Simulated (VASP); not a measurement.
# Zr7CSe16 (a cell with a defect) in VASP: single point with PBE

Aim: the single point of Zr7CSe16 (a cell with a defect) with PBE.

Everything below comes from runs of VASP 6.6.1. Logs are shortened: lines on timing, memory, paths and dates and some standing lists are left out, and cuts for length are marked.

## (1) Starting point

The cell holds a defect, 24 atoms: a = 7.622 Å, b = 7.622 Å, c = 12.800 Å, α = 90.00°, β = 90.00°, γ = 120.00°.

## (2) Single point, PBE

The input, INCAR:

```
  ALGO = Fast
  EDIFF = 1E-6
  ENCUT = 520
  GGA = PE
  ISIF = 2
  ISMEAR = -1
  LASPH = T
  LCHARG = F
  LREAL = Auto
  LWAVE = F
  NBANDS = 110
  NELM = 100
  PREC = Accurate
  SIGMA = 0.01
```

The input, KPOINTS:

```
k-points
0
Gamma
  3 3 2
```

The input, POSCAR:

```
Zr7CSe16
1.0
    7.6223050204      0.0000000000      0.0000000000
   -3.8111525102      6.6011097830      0.0000000000
    0.0000000000      0.0000000000     12.7998137800
C Zr Se
1 7 16
Direct
    0.0000000000      0.0000000000      0.0000000000
    0.0000000000      0.0000000000      0.5000000000
    0.0000000000      0.5000000000      0.0000000000
    0.0000000000      0.5000000000      0.5000000000
    0.5000000000      0.0000000000      0.0000000000
    0.5000000000      0.0000000000      0.5000000000
    0.5000000000      0.5000000000      0.0000000000
    0.5000000000      0.5000000000      0.5000000000
    0.3332429744      0.1666214872      0.3769993226
    0.3088433557      0.1544216778      0.8906057197
    0.3333333333      0.6666666667      0.3765933379
    0.3333333333      0.6666666667      0.8749994349
    0.8333785128      0.1666214872      0.3769993226
    0.8455783222      0.1544216778      0.8906057197
    0.8333785128      0.6667570256      0.3769993226
    0.8455783222      0.6911566443      0.8906057197
    0.1544216778      0.3088433557      0.1093942803
    0.1666214872      0.3332429744      0.6230006774
    0.1544216778      0.8455783222      0.1093942803
    0.1666214872      0.8333785128      0.6230006774
    0.6666666667      0.3333333333      0.1250005651
    0.6666666667      0.3333333333      0.6234066621
    0.6911566443      0.8455783222      0.1093942803
    0.6667570256      0.8333785128      0.6230006774
```

Potentials or basis: VASP PAW PBE potentials, release 64 (C, Zr_sv, Se).

Started as:

```
cat potpaw_PBE.64/C/POTCAR potpaw_PBE.64/Zr_sv/POTCAR potpaw_PBE.64/Se/POTCAR > POTCAR
mpirun -np 1 vasp_std > vasp.out
```

OUTCAR:

```text
EDIFF = 1E-6
   ENCUT = 520
   GGA = PE
   ISIF = 2
   ISMEAR = -1
   LASPH = T
   LREAL = Auto
   NELM = 100
   PREC = Accurate

 ion  position               nearest neighbor table
   1  0.000  0.000  0.000-
   2  0.000  0.000  0.500-  15 2.71  18 2.71  13 2.71  20 2.71   9 2.71  24 2.71   4 3.81   8 3.81
                             4 3.81   8 3.81   6 3.81   6 3.81
   3  0.000  0.500  0.000-  16 2.68  17 2.68  14 2.68  19 2.68  12 2.72  21 2.72   5 3.81   5 3.81
                             7 3.81   7 3.81
   4  0.000  0.500  0.500-  13 2.71  20 2.71  18 2.71  15 2.71  11 2.71  22 2.71   2 3.81   6 3.81
                             2 3.81   6 3.81   8 3.81   8 3.81
   5  0.500  0.000  0.000-  10 2.68  23 2.68  19 2.68  14 2.68  21 2.72  12 2.72   3 3.81   7 3.81
                             7 3.81   3 3.81
   6  0.500  0.000  0.500-   9 2.71  24 2.71  20 2.71  13 2.71  22 2.71  11 2.71   4 3.81   8 3.81
                             8 3.81   4 3.81   2 3.81   2 3.81
   7  0.500  0.500  0.000-  10 2.68  23 2.68  17 2.68  16 2.68  21 2.72  12 2.72   5 3.81   5 3.81
                             3 3.81   3 3.81
   8  0.500  0.500  0.500-   9 2.71  24 2.71  18 2.71  15 2.71  22 2.71  11 2.71   2 3.81   6 3.81
                             6 3.81   2 3.81   4 3.81   4 3.81
   9  0.333  0.167  0.377-   2 2.71   8 2.71   6 2.71
  10  0.309  0.154  0.891-   5 2.68   7 2.68
  11  0.333  0.667  0.377-   6 2.71   4 2.71   8 2.71
  12  0.333  0.667  0.875-   5 2.72   3 2.72   7 2.72
  13  0.833  0.167  0.377-   2 2.71   4 2.71   6 2.71
  14  0.846  0.154  0.891-   3 2.68   5 2.68
  15  0.833  0.667  0.377-   2 2.71   4 2.71   8 2.71
  16  0.846  0.691  0.891-   3 2.68   7 2.68
  17  0.154  0.309  0.109-   3 2.68   7 2.68
  18  0.167  0.333  0.623-   2 2.71   4 2.71   8 2.71
  19  0.154  0.846  0.109-   3 2.68   5 2.68
  20  0.167  0.833  0.623-   2 2.71   4 2.71   6 2.71
  21  0.667  0.333  0.125-   5 2.72   3 2.72   7 2.72
  22  0.667  0.333  0.623-   6 2.71   4 2.71   8 2.71
  23  0.691  0.846  0.109-   5 2.68   7 2.68
  24  0.667  0.833  0.623-   2 2.71   8 2.71   6 2.71

  LATTYP: Found a hexagonal cell.
 ALAT       =     7.6223050204
 C/A-ratio  =     1.6792576190

  Lattice vectors:

 A1 = (   7.6223050204,   0.0000000000,   0.0000000000)
 A2 = (  -3.8111525102,   6.6011097830,   0.0000000000)
 A3 = (   0.0000000000,   0.0000000000,  12.7998137800)

Analysis of symmetry for initial positions (statically):
=====================================================================
 Subroutine PRICEL returns:
 Original cell was already a primitive cell.

 Routine SETGRP: Setting up the symmetry group for a
 hexagonal supercell.

 Subroutine GETGRP returns: Found 12 space group operations
 (whereof 12 operations were pure point group operations)
 out of a pool of 24 trial point group operations.

The static configuration has the point symmetry D_3d.

Analysis of symmetry for dynamics (positions and initial velocities):
=====================================================================
 Subroutine PRICEL returns:
 Original cell was already a primitive cell.

 Routine SETGRP: Setting up the symmetry group for a
 hexagonal supercell.

 Subroutine GETGRP returns: Found 12 space group operations
 (whereof 12 operations were pure point group operations)
 out of a pool of 24 trial point group operations.

The dynamic configuration has the point symmetry D_3d.

 Subroutine INISYM returns: Found 12 space group operations
 (whereof 12 operations are pure point group operations),
 and found     1 'primitive' translations

----------------------------------------------------------------------------------------

                                     Primitive cell

  volume of cell :     644.0312

  direct lattice vectors                    reciprocal lattice vectors
     7.622305020  0.000000000  0.000000000     0.131193910  0.075744839  0.000000000
    -3.811152510  6.601109783  0.000000000     0.000000000  0.151489679  0.000000000
     0.000000000  0.000000000 12.799813780     0.000000000  0.000000000  0.078126137

  length of vectors
     7.622305020  7.622305020 12.799813780     0.151489679  0.151489679  0.078126137

  position of ions in fractional coordinates (direct lattice)
     0.000000000  0.000000000  0.000000000
     0.000000000  0.000000000  0.500000000
     0.000000000  0.500000000  0.000000000
     0.000000000  0.500000000  0.500000000
     0.500000000  0.000000000  0.000000000
     0.500000000  0.000000000  0.500000000
[... 16 lines left out ...]
     0.691156644  0.845578322  0.109394280
     0.666757026  0.833378513  0.623000677

  ion indices of the primitive-cell ions
   primitive index   ion index
                 1           1
                 2           2
                 3           3
                 4           4
                 5           5
                 6           6
[... 16 lines left out ...]
                23          23
                24          24

----------------------------------------------------------------------------------------

 KPOINTS: k-points

Automatic generation of k-mesh.
 Grid dimensions read from file:
 generate k-points for:    3    3    2

 Generating k-lattice:

  Cartesian coordinates                     Fractional coordinates (reciprocal lattice)
     0.043731303  0.025248280  0.000000000     0.333333333  0.000000000  0.000000000
     0.000000000  0.050496560  0.000000000     0.000000000  0.333333333  0.000000000
     0.000000000  0.000000000  0.039063068     0.000000000  0.000000000  0.500000000

  Length of vectors
     0.050496560  0.050496560  0.039063068

  Shift w.r.t. Gamma in fractional coordinates (k-lattice)
     0.000000000  0.000000000  0.000000000

 Subroutine IBZKPT returns following result:
 ===========================================

 Found      6 irreducible k-points:

 Following reciprocal coordinates:
            Coordinates               Weight
  0.000000  0.000000  0.000000      1.000000
  0.333333  0.000000  0.000000      6.000000
  0.333333  0.333333  0.000000      2.000000
  0.000000  0.000000  0.500000      1.000000
  0.333333  0.000000  0.500000      6.000000
  0.333333  0.333333  0.500000      2.000000
   k-points           NKPTS =      6   k-points in BZ     NKDIM =      6   number of bands    NBANDS=    110
   number of dos      NEDOS =    301   number of ions     NIONS =     24
   total plane-waves  NPLWV = 345600
   dimension x,y,z NGX =    60 NGY =   60 NGZ =   96
   dimension x,y,z NGXF=   120 NGYF=  120 NGZF=  192
   ions per type =               1   7  16
   NGX,Y,Z   is equivalent  to a cutoff of  13.09, 13.09, 12.47 a.u.
   NGXF,Y,Z  is equivalent  to a cutoff of  26.17, 26.17, 24.94 a.u.
 SYSTEM =  unknown system
   PREC   = accura    normal or accurate (medium, high low for compatibility)
   ISTART =      0    job   : 0-new  1-cont  2-samecut
   ICHARG =      2    charge: 1-file 2-atom 10-const
   ISPIN  =      1    spin polarized calculation?
   LNONCOLLINEAR =      F non collinear calculations
   LSORBIT =      F    spin-orbit coupling
   LASPH  =      T    aspherical Exc in radial PAW
   ENCUT  =  520.0 eV  38.22 Ry    6.18 a.u.  14.17 14.17 23.80*2*pi/ulx,y,z
   NELM   =    100;   NELMIN=  2; NELMDL= -5     # of ELM steps
   EDIFF  = 0.1E-05   stopping-criterion for ELM
   LREAL  =      T    real-space projection
   EDIFFG = 0.1E-04   stopping-criterion for IOM
   NSW    =      0    number of steps for IOM
   IBRION =     -1    ionic relax: 0-MD 1-quasi-New 2-CG
   NFREE  =      0    steps in history (QN), initial steepest desc. (CG)
   ISIF   =      2    stress and relaxation
   ISYM   =      2    0-nonsym 1-usesym 2-fastsym
   POTIM  = 0.5000    time-step for ionic-motion
   TEBEG  =    0.0;   TEEND  =   0.0 temperature during run
   PSTRESS=    0.0 pullay stress
   NELECT =     184.0000    total number of electrons
   NUPDOWN=      -1.0000    fix difference up-down
   EMIN   =  10.00;   EMAX   =-10.00  energy-range for DOS
   EFERMI =   0.00;   METHOD = LEGACY
   ISMEAR =    -1;   SIGMA  =   0.01  broadening in eV -4-tet -1-fermi 0-gaus
   EFERMI_NEDOS =   21; number of points for ismear=-14 and -15
   IALGO  =     68    algorithm
   IMIX   =      4    mixing-type and parameters
     AMIX     =   0.40;   BMIX     =  1.00
     AMIX_MAG =   1.60;   BMIX_MAG =  1.00
  volume/ion in A,a.u.               =      26.83       181.09
  Fermi-wavevector in a.u.,A,eV,Ry     =   1.078231  2.037561 15.817888  1.162582
  Thomas-Fermi vector in A             =   2.214164
   LORBIT       =      0    0 simple, 1 ext, 2 COOP (PROOUT), +10 PAW based schemes
   GGA     = PE    functional components
   LHFCALC =     F    Hartree Fock is set to
   AEXX    =    0.0000 exact exchange contribution
   IVDW    =     0    specifies the selected vdW correction
   LEPSILON=     F    determine dielectric tensor
   LRPA    =     F    only Hartree local field effects (RPA)
 non-spin polarized calculation
 RMM-DIIS sequential band-by-band and
  energy-cutoff  :      520.00
  volume of cell :      644.03
 maximum number of plane-waves:     17393
 NGX is ok and might be reduce to    60
   NGX = 29   NGY = 29   NGZ = 47

 number of electron     184.0000004 magnetization

 Free energy of the ion-electron system (eV)
  ---------------------------------------------------
  ext. energy  EPLUGINS =         0.00000000
  ---------------------------------------------------
  free energy    TOTEN  =      -146.97460131 eV

  energy without entropy =     -146.96486236  energy(sigma->0) =     -146.96973184

 E-fermi :   3.2108     XC(G=0):  -9.1030

 val. band max:        3.2104422535   @ k =   0.3333   0.0000   0.0000
 cond. band min:       3.2170093828   @ k =   0.3333   0.0000   0.5000
 fundamental gap:      0.0065671293
 Fermi energy:         3.2107854911

 k-point     1 :       0.0000    0.0000    0.0000
  band No.  band energies     occupation
      1     -46.2514      2.00000
      2     -46.2416      2.00000
      3     -46.2416      2.00000
      4     -46.2337      2.00000
      5     -45.6234      2.00000
      6     -45.6149      2.00000
[... 631 lines left out ...]
    103       5.3486      0.00000
    104       5.3488      0.00000
 [bands above 104 left out]

------------------------ aborting loop because EDIFF is reached ----------------------------------------

  FORCE on cell =-STRESS in cart. coord.  units (eV):
  Direction    XX          YY          ZZ          XY          YZ          ZX
  --------------------------------------------------------------------------------------
  -------------------------------------------------------------------------------------
  Total       -2.7949190     -2.7949190     -0.1626524      0.0000000      0.0000000     -0.0000000
  in kB       -6.9530104     -6.9530104     -0.4046357      0.0000000      0.0000000     -0.0000000
  external PRESSURE =      -4.7702188 kB  Pullay stress =       0.0000000 kB

 VOLUME and BASIS-vectors are now :
 -----------------------------------------------------------------------------
  energy-cutoff  :      520.00
  volume of cell :      644.03
      direct lattice vectors                 reciprocal lattice vectors
     7.622305020  0.000000000  0.000000000     0.131193910  0.075744839  0.000000000
    -3.811152510  6.601109783  0.000000000     0.000000000  0.151489679  0.000000000
     0.000000000  0.000000000 12.799813780     0.000000000  0.000000000  0.078126137

 POSITION                                       TOTAL-FORCE (eV/Angst)
 -----------------------------------------------------------------------------------
      0.00000      0.00000      0.00000        -0.000000      0.000000     -0.000000
      0.00000      0.00000      6.39991        -0.000000      0.000000     -0.000000
     -1.90558      3.30055      0.00000        -0.000000      0.000000     -0.000000
     -1.90558      3.30055      6.39991        -0.000000      0.000000     -0.000000
      3.81115      0.00000      0.00000        -0.000000      0.000000     -0.000000
      3.81115      0.00000      6.39991        -0.000000      0.000000     -0.000000
[... 16 lines left out ...]
      2.04558      5.58176      1.40023        -0.000303     -0.000175      0.009386
      1.90609      5.50122      7.97429        -0.000597     -0.000345      0.013206
 -----------------------------------------------------------------------------------
    total drift:                                0.000000      0.000000     -0.000000

  FREE ENERGIE OF THE ION-ELECTRON SYSTEM (eV)
  ---------------------------------------------------
  free  energy   TOTEN  =      -146.9746013088 eV

  energy  without entropy=     -146.9648623618  energy(sigma->0) =     -146.96973184
```

Run time: 14 min. Hardware: 1 thread of Intel Xeon 6975P-C (Granite Rapids), shared host; peak memory 0.86 GiB.

What came out:

- Free energy: -146.9746 eV
- Pressure: -0.5 GPa
- Largest force: 0.026 eV/Å
- Band gap on the k mesh: none (metal or under the smearing width)

Forces in eV/Å, atoms in the order of the input:
```
C    0.000  0.000  0.000
Zr   0.000  0.000  0.000
Zr   0.000  0.000  0.000
Zr   0.000  0.000  0.000
Zr   0.000  0.000  0.000
Zr   0.000  0.000  0.000
Zr   0.000  0.000  0.000
Zr   0.000  0.000  0.000
Se   0.001  0.000 -0.013
Se   0.000  0.000 -0.009
Se   0.000  0.000 -0.026
Se   0.000  0.000 -0.010
Se  -0.001  0.000 -0.013
Se   0.000  0.000 -0.009
Se   0.000 -0.001 -0.013
Se   0.000  0.000 -0.009
Se   0.000  0.000  0.009
Se   0.000  0.001  0.013
Se   0.000  0.000  0.009
Se   0.001  0.000  0.013
Se   0.000  0.000  0.010
Se   0.000  0.000  0.026
Se   0.000  0.000  0.009
Se  -0.001  0.000  0.013
```
